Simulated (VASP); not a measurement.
Crystal: Hf.

```xyz
2
Lattice="3.1700 0.0000 0.0000 -1.5850 2.7453 0.0000 0.0000 0.0000 5.0000" Properties=species:S:1:pos:R:3 pbc="T T T"
Hf    0.0000    1.8302    1.2500
Hf    1.5850    0.9151    3.7500
```

The cell was built by a generator and needn't be a form met in nature.

| Item | Value |
| --- | --- |
| Program | VASP 6.6.1 |
| Task | relaxation of cell and atoms |
| Functional | PBEsol |
| Dispersion | D4 |
| Potentials or basis | VASP PAW PBE potentials, release 64 (Hf_pv) |
| Cutoff | 600 eV |
| k mesh | 16 × 16 × 8 |
| Occupations | methfessel-paxton, width 0.1 eV |
| Spin | no spin polarisation |

At the start: pressure -2.0 GPa; volume 21.76 Å³/atom.

Problem. Where does the relaxation end?

Solution. Over 7 steps the energy falls by 2.5 meV/atom and the volume is 21.37 Å³/atom (-1.8 %); space group P6_3/mmc (No. 194, to 0.05 Å).

The path:
```tsv
step	energy change (eV)	largest force (eV/Å)	pressure (GPa)	volume (Å³)
1	0.0000	0.0000	-2.02	43.51
2	0.0024	0.0000	2.61	41.81
3	-0.0050	0.0000	0.00	42.74
4	-0.0050	0.0000	0.04	42.72
5	-0.0050	0.0000	-0.04	42.75
6	-0.0050	0.0000	-0.03	42.75
7	-0.0050	0.0000	0.00	42.73
```

Final structure:
```xyz
2
Lattice="3.1495 0.0000 0.0000 -1.5748 2.7276 0.0000 0.0000 0.0000 4.9746" Properties=species:S:1:pos:R:3 pbc="T T T"
Hf    0.0000    1.8184    1.2436
Hf    1.5748    0.9092    3.7309
```

Caveat: the PAW data sets were made with another functional, which shifts forces and pressure a little; pairwise dispersion overbinds metals, which lowers pressure and volume.
